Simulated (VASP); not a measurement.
Computed with RPBE GGA, VASP's PBE PAW potentials (set 64) (plane waves; VASP).

A VASP calculation is set up with these files.

### INCAR
```
SYSTEM = ZnSe
PREC = Accurate
ENCUT = 520
EDIFF = 1E-7
NELM = 100
ALGO = Normal
LREAL = .FALSE.
LASPH = .TRUE.
ISMEAR = 0
SIGMA = 0.05
GGA = RP
LMAXMIX = 4
LWAVE = .FALSE.
LCHARG = .FALSE.
LORBIT = 11
ICHARG = 11
```

POSCAR:
```
ZnSe
1
    0.0000000000     2.9064646125     2.9064646125
    2.9064646125     0.0000000000     2.9064646125
    2.9064646125     2.9064646125     0.0000000000
Zn Se
1 1
Direct
  0.0000000000   0.0000000000   0.0000000000
  0.2500000000   0.2500000000   0.2500000000
```

KPOINTS:
```
k-points along high-symmetry lines
15
Line-mode
Reciprocal
  0.000000   0.000000   0.000000 ! GAMMA
 -0.500000  -0.500000   0.000000 ! X

 -0.500000  -0.500000   0.000000 ! X
 -0.375000  -0.375000   0.250000 ! U

 -0.375000  -0.000000   0.375000 ! K
  0.000000   0.000000   0.000000 ! GAMMA

  0.000000   0.000000   0.000000 ! GAMMA
 -0.000000   0.000000   0.500000 ! L

 -0.000000   0.000000   0.500000 ! L
 -0.500000  -0.250000   0.250000 ! W

 -0.500000  -0.250000   0.250000 ! W
 -0.500000  -0.500000   0.000000 ! X
```

POTCAR, in this order: Zn Se (PBE.64 set). Program: vasp_std. Read from the step before: CHGCAR.

What VASP printed:

File OSZICAR:
```
       N       E                     dE             d eps       ncg     rms          rms(c)
DAV:   1     0.862142537654E+02    0.86214E+02   -0.91441E+03  2340   0.155E+03
DAV:   2     0.118219099125E+01   -0.85032E+02   -0.80630E+02  2540   0.276E+02
DAV:   3    -0.438966801149E+01   -0.55719E+01   -0.54737E+01  2870   0.685E+01
DAV:   4    -0.444259493529E+01   -0.52927E-01   -0.52914E-01  2585   0.715E+00
DAV:   5    -0.444290213339E+01   -0.30720E-03   -0.30719E-03  2780   0.494E-01
DAV:   6    -0.444290499886E+01   -0.28655E-05   -0.28655E-05  2640   0.487E-02
DAV:   7    -0.444290503616E+01   -0.37307E-07   -0.37300E-07  2783   0.515E-03
   1 F= -.44429050E+01 E0= -.44429050E+01  d E =-.549817E-13
```

**OUTCAR**
```
 val. band max:        1.1098444022   @ k =   0.0000   0.0000   0.0000

 cond. band min:       2.2662957352   @ k =   0.0000   0.0000   0.0000



 k-point     1 :       0.0000    0.0000    0.0000
  band No.  band energies     occupation
      1     -11.6510      2.00000
      2      -5.1470      2.00000
      3      -5.1470      2.00000
      4      -5.1470      2.00000
      5      -4.8399      2.00000
      6      -4.8399      2.00000
      7       1.1098      2.00000
      8       1.1098      2.00000
      9       1.1098      2.00000
     10       2.2663      0.00000
     11       6.9841      0.00000
     12       6.9841      0.00000
     13       6.9841      0.00000

 k-point     2 :      -0.0357   -0.0357    0.0000
  band No.  band energies     occupation
      1     -11.6413      2.00000
      2      -5.1471      2.00000
      3      -5.1448      2.00000
      4      -5.1448      2.00000
      5      -4.8407      2.00000
      6      -4.8394      2.00000
      7       0.9127      2.00000
      8       1.0766      2.00000
      9       1.0766      2.00000
     10       2.4745      0.00000
     11       6.9126      0.00000
     12       7.0364      0.00000
     13       7.0364      0.00000

 k-point     3 :      -0.0714   -0.0714    0.0000
  band No.  band energies     occupation
      1     -11.6127      2.00000
      2      -5.1474      2.00000
      3      -5.1385      2.00000
      4      -5.1385      2.00000
      5      -4.8430      2.00000
      6      -4.8379      2.00000
      7       0.5156      2.00000
      8       0.9811      2.00000
      9       0.9811      2.00000
     10       2.9024      0.00000
     11       6.7203      0.00000
     12       7.1889      0.00000
     13       7.1889      0.00000

 k-point     4 :      -0.1071   -0.1071    0.0000
  band No.  band energies     occupation
      1     -11.5660      2.00000
      2      -5.1474      2.00000
      3      -5.1282      2.00000
      4      -5.1282      2.00000
...
```

The density is held fixed in this step, so its total energy and stress have no physical meaning.

The compound is ZnSe in the zinc blende structure. It was relaxed first, which changed the volume by +8 %.
